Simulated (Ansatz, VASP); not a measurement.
# One calculation of NiMoIrPdW, two programs

```
CELL_PARAMETERS angstrom
2.77085 0.00000 0.00000
-1.38543 2.39963 0.00000
0.00000 0.00000 22.01961
ATOMIC_POSITIONS crystal
Ni 0.33333 0.66667 0.85081
Ni 0.66667 0.33333 0.14919
Mo 0.66667 0.33333 0.76059
Mo 0.33333 0.66667 0.23941
Pd 0.33333 0.66667 0.05329
Pd 0.66667 0.33333 0.94671
Ir 0.33333 0.66667 0.65827
Ir 0.66667 0.33333 0.34173
W 0.33333 0.66667 0.44418
W 0.66667 0.33333 0.55582
```

The cell was built by a generator and needn't be a form met in nature.

Alike in both runs: task band structure; functional PBE; k mesh 11 × 11 × 2; occupations fermi-dirac, width 0.05 eV; collinear spin, ferromagnetic start.

```csv
,VASP,Ansatz
version,VASP 6.6.1,Ansatz 0.2.0
potentials or method,"VASP PAW PBE potentials, release 64 (Ni, Mo_sv, Pd, Ir, W_sv)",Ansatz PAW
plane-wave cutoff (eV),520,420
valence electrons in the cell,114,162
```

Ansatz gave:

* gap on the k mesh at the Fermi level (eV): none
* pressure (GPa): 0.0
* largest component of the traceless stress (GPa): 0.58
* rms of the force components (eV/Å): 0.035
* net moment per atom (μB): 0.00

Question: What did VASP give for the same quantities?

Answer: gap on the k mesh at the Fermi level (eV): none; pressure (GPa): 0.4; largest component of the traceless stress (GPa): 0.66; rms of the force components (eV/Å): 0.035; net moment per atom (μB): 0.00.

Atom by atom the forces differ by 0.008 eV/Å (rms over components). A gap of «none» marks a metal or a gap that the smearing closes. With one functional, cell and mesh, what is left measures potentials, basis and numerics. The two sets of potentials don't hold the same shells in valence.

Caveats: spin-orbit coupling is left out, which moves the levels of the heavy elements; the starting moments weren't kept (Ansatz).
